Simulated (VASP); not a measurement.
All values below come from PBE GGA, VASP's PBE PAW potentials (set 64) (plane waves; VASP).

VASP input:

File KPOINTS:
```
Automatic mesh
0
Gamma
12 12 1
0 0 0
```

**INCAR**
```
SYSTEM = Ni2N
PREC = Accurate
ENCUT = 400
EDIFF = 1E-6
NELM = 100
ALGO = Normal
LREAL = .FALSE.
LASPH = .TRUE.
ISMEAR = 0
SIGMA = 0.136
GGA = PE
LMAXMIX = 4
LWAVE = .FALSE.
LCHARG = .FALSE.
ISIF = 2
ISPIN = 2
MAGMOM = 0.0 2.0 2.0
LORBIT = 11
```

POSCAR:
```
Ni2N
1
    2.6189000000     0.0000000000     0.0000000000
   -1.3094500000     2.2680340000     0.0000000000
    0.0000000000     0.0000000000    16.1293240000
N Ni
1 2
Direct
  0.0000000000   0.0000000000   0.5000000000
  0.3333330000   0.6666670000   0.5660080000
  0.6666670000   0.3333330000   0.4339920000
```

POTCAR, in this order: N Ni (PBE.64 set). Program: vasp_std.

The run wrote:

### OUTCAR
```
 ion  position               nearest neighbor table
   1  0.000  0.000  0.500-   2 1.85   3 1.85   3 1.85   2 1.85   3 1.85   2 1.85
   2  0.333  0.667  0.566-   1 1.85   1 1.85   1 1.85   3 2.61   3 2.61   3 2.61
   3  0.667  0.333  0.434-   1 1.85   1 1.85   1 1.85   2 2.61   2 2.61   2 2.61
  LATTYP: Found a hexagonal cell.
 ALAT       =     2.6189000000
 C/A-ratio  =     6.1588162969
 Subroutine PRICEL returns:
 Original cell was already a primitive cell.
 Subroutine GETGRP returns: Found 12 space group operations
The static configuration has the point symmetry D_3d.
The dynamic configuration has the point symmetry D_3d.
The overall configuration has the point symmetry D_3d.
 Subroutine INISYM returns: Found 12 space group operations
 Subroutine IBZKPT returns following result:
 Found     19 irreducible k-points:

 Following reciprocal coordinates:
            Coordinates               Weight
  0.000000  0.000000  0.000000      1.000000
  0.083333  0.000000  0.000000      6.000000
  0.166667  0.000000  0.000000      6.000000
  0.250000  0.000000  0.000000      6.000000
  0.333333  0.000000  0.000000      6.000000
  0.416667  0.000000  0.000000      6.000000
  0.500000  0.000000  0.000000      3.000000
  0.083333  0.083333  0.000000      6.000000
  0.166667  0.083333  0.000000     12.000000
  0.250000  0.083333  0.000000     12.000000
  0.333333  0.083333  0.000000     12.000000
  0.416667  0.083333  0.000000     12.000000
  0.166667  0.166667  0.000000      6.000000
  0.250000  0.166667  0.000000     12.000000
  0.333333  0.166667  0.000000     12.000000
  0.416667  0.166667  0.000000      6.000000
  0.250000  0.250000  0.000000      6.000000
  0.333333  0.250000  0.000000     12.000000
  0.333333  0.333333  0.000000      2.000000
   k-points           NKPTS =     19   k-points in BZ     NKDIM =     19   number of bands    NBANDS=     18
   number of dos      NEDOS =    301   number of ions     NIONS =      3
   total plane-waves  NPLWV =  34992
   dimension x,y,z NGX =    18 NGY =   18 NGZ =  108
   dimension x,y,z NGXF=    36 NGYF=   36 NGZF=  216
   ions per type =               1   2
   PREC   = accura    normal or accurate (medium, high low for compatibility)
   ISTART =      0    job   : 0-new  1-cont  2-samecut
   ICHARG =      2    charge: 1-file 2-atom 10-const
   ISPIN  =      2    spin polarized calculation?
   LNONCOLLINEAR =      F non collinear calculations
   LSORBIT =      F    spin-orbit coupling
   INIWAV =      1    electr: 0-lowe 1-rand  2-diag
   ENCUT  =  400.0 eV  29.40 Ry    5.42 a.u.   4.27  4.27 26.30*2*pi/ulx,y,z
   NELM   =    100;   NELMIN=  2; NELMDL= -5     # of ELM steps
   EDIFF  = 0.1E-05   stopping-criterion for ELM
   LREAL  =      F    real-space projection
   NLSPLINE    = F    spline interpolate recip. space projectors
   LMAXMIX     =    4 max onsite mixed and CHGCAR
   VOSKOWN=      0    Vosko Wilk Nusair interpolation
   EDIFFG = 0.1E-04   stopping-criterion for IOM
   NSW    =      0    number of steps for IOM
   NBLOCK =      1;   KBLOCK =      1    inner block; outer block
   IBRION =     -1    ionic relax: 0-MD 1-quasi-New 2-CG
   NFREE  =      0    steps in history (QN), initial steepest desc. (CG)
   ISIF   =      2    stress and relaxation
   ISYM   =      2    0-nonsym 1-usesym 2-fastsym
   TEIN   =    0.0    initial temperature
   TEBEG  =    0.0;   TEEND  =   0.0 temperature during run
   SMASS  =  -3.00    Nose mass-parameter (am)
   PSTRESS=    0.0 pullay stress
   NELECT =      25.0000    total number of electrons
   EFERMI =   0.00;   METHOD = LEGACY
   ISMEAR =     0;   SIGMA  =   0.14  broadening in eV -4-tet -1-fermi 0-gaus
   IALGO  =     38    algorithm
   LDIAG  =      T    sub-space diagonalisation (order eigenvalues)
   IMIX   =      4    mixing-type and parameters
...
```

File OSZICAR:
```
       N       E                     dE             d eps       ncg     rms          rms(c)
DAV:   1     0.169353216260E+03    0.16935E+03   -0.97542E+03  1368   0.110E+03
DAV:   2     0.111401467678E+01   -0.16824E+03   -0.16179E+03  1558   0.282E+02
DAV:   3    -0.195228476151E+02   -0.20637E+02   -0.20033E+02  1850   0.108E+02
DAV:   4    -0.201621359409E+02   -0.63929E+00   -0.63387E+00  1504   0.209E+01
DAV:   5    -0.201749201097E+02   -0.12784E-01   -0.12781E-01  1494   0.276E+00    0.267E+01
DAV:   6    -0.190431773980E+02    0.11317E+01   -0.52369E+01  1638   0.128E+02    0.241E+01
DAV:   7    -0.130943632321E+02    0.59488E+01   -0.18644E+01  1416   0.871E+01    0.927E+00
DAV:   8    -0.969745918157E+01    0.33969E+01   -0.84889E+00  1530   0.207E+01    0.452E+00
DAV:   9    -0.997165568282E+01   -0.27420E+00   -0.71129E-01  1810   0.787E+00    0.260E+00
DAV:  10    -0.112934785114E+02   -0.13218E+01   -0.40524E-01  1522   0.600E+00    0.190E+00
DAV:  11    -0.132912376091E+02   -0.19978E+01   -0.10559E+00  1528   0.707E+00    0.127E+00
DAV:  12    -0.155630831498E+02   -0.22718E+01   -0.26996E+00  1566   0.819E+00    0.770E-01
DAV:  13    -0.162381274754E+02   -0.67504E+00   -0.82322E-01  1602   0.456E+00    0.751E-01
DAV:  14    -0.164427701952E+02   -0.20464E+00   -0.24100E-01  1590   0.242E+00    0.598E-01
DAV:  15    -0.166317576872E+02   -0.18899E+00   -0.39491E-01  1574   0.333E+00    0.608E-01
DAV:  16    -0.167334687579E+02   -0.10171E+00   -0.79471E-02  1586   0.216E+00    0.364E-01
DAV:  17    -0.167639701206E+02   -0.30501E-01   -0.36447E-02  1462   0.109E+00    0.128E-01
DAV:  18    -0.168354825303E+02   -0.71512E-01   -0.16343E-02  1436   0.878E-01    0.274E-01
DAV:  19    -0.168625955449E+02   -0.27113E-01   -0.61455E-03  1440   0.456E-01    0.121E-01
DAV:  20    -0.168848511507E+02   -0.22256E-01   -0.15546E-03  1442   0.197E-01    0.593E-02
DAV:  21    -0.168886151881E+02   -0.37640E-02   -0.76953E-04  1490   0.122E-01    0.243E-02
DAV:  22    -0.168887132602E+02   -0.98072E-04   -0.18401E-04  1394   0.715E-02    0.205E-02
DAV:  23    -0.168888554957E+02   -0.14224E-03   -0.36442E-04  1480   0.117E-01    0.224E-02
DAV:  24    -0.168889089133E+02   -0.53418E-04   -0.21277E-05  1388   0.329E-02    0.154E-02
DAV:  25    -0.168891332065E+02   -0.22429E-03   -0.25288E-05  1402   0.252E-02    0.925E-03
DAV:  26    -0.168891773968E+02   -0.44190E-04   -0.16882E-05  1298   0.191E-02    0.316E-03
DAV:  27    -0.168891842842E+02   -0.68874E-05   -0.65870E-06  1286   0.109E-02    0.369E-03
DAV:  28    -0.168891853013E+02   -0.10171E-05   -0.17959E-06  1114   0.110E-02    0.135E-03
DAV:  29    -0.168891837643E+02    0.15370E-05   -0.39656E-07  1098   0.392E-03    0.667E-04
DAV:  30    -0.168891839285E+02   -0.16413E-06   -0.11788E-07  1084   0.213E-03
   1 F= -.16889184E+02 E0= -.16880482E+02  d E =-.174045E-01  mag=     0.0000
```

OUTCAR:
```
------------------------ aborting loop because EDIFF is reached ----------------------------------------
  FORCE on cell =-STRESS in cart. coord.  units (eV):
  Direction    XX          YY          ZZ          XY          YZ          ZX
  --------------------------------------------------------------------------------------
  Total        5.7031745      5.7031749      2.9513676      0.0000000     -0.0000000      0.0000000
  in kB       95.3767682     95.3767741     49.3570556      0.0000000     -0.0000000      0.0000000
  external PRESSURE =      80.0368659 kB  Pullay stress =       0.0000000 kB
  volume of cell :       95.80
      direct lattice vectors                 reciprocal lattice vectors
     2.618900000  0.000000000  0.000000000     0.381839704  0.220455249  0.000000000
    -1.309450000  2.268034000  0.000000000     0.000000000  0.440910498  0.000000000
     0.000000000  0.000000000 16.129324000     0.000000000  0.000000000  0.061998879
 POSITION                                       TOTAL-FORCE (eV/Angst)
 -----------------------------------------------------------------------------------
      0.00000      0.00000      8.06466        -0.000000      0.000000      0.000000
     -0.00000      1.51202      9.12933        -0.000000      0.000000      1.642816
      1.30945      0.75601      7.00000         0.000000     -0.000000     -1.642816
 -----------------------------------------------------------------------------------
    total drift:                                0.000000      0.000000      0.000000
  FREE ENERGIE OF THE ION-ELECTRON SYSTEM (eV)
  ---------------------------------------------------
  free  energy   TOTEN  =       -16.8891839285 eV

  energy  without entropy=      -16.8717794536  energy(sigma->0) =      -16.88048169

 total charge

# of ion       s       p       d       tot
------------------------------------------
    1        1.275   2.456   0.000   3.731
    2        0.469   0.625   8.504   9.598
    3        0.469   0.625   8.504   9.598
--------------------------------------------------
tot          2.213   3.706  17.008  22.927

 magnetization (x)

# of ion       s       p       d       tot
------------------------------------------
    1       -0.000  -0.000   0.000  -0.000
    2       -0.000   0.000  -0.000  -0.000
    3       -0.000   0.000  -0.000  -0.000
--------------------------------------------------
tot         -0.000  -0.000  -0.000  -0.000
```
(Selected blocks of OUTCAR.)

At this cut-off the stress carries a Pulay error, which pulls relaxed volumes low. The cell holds a wide vacuum, so values per volume refer to the whole cell. The moments were started parallel, and other spin orders were not tried in this run.

The cell is a sheet with vacuum, built from a generated structure.
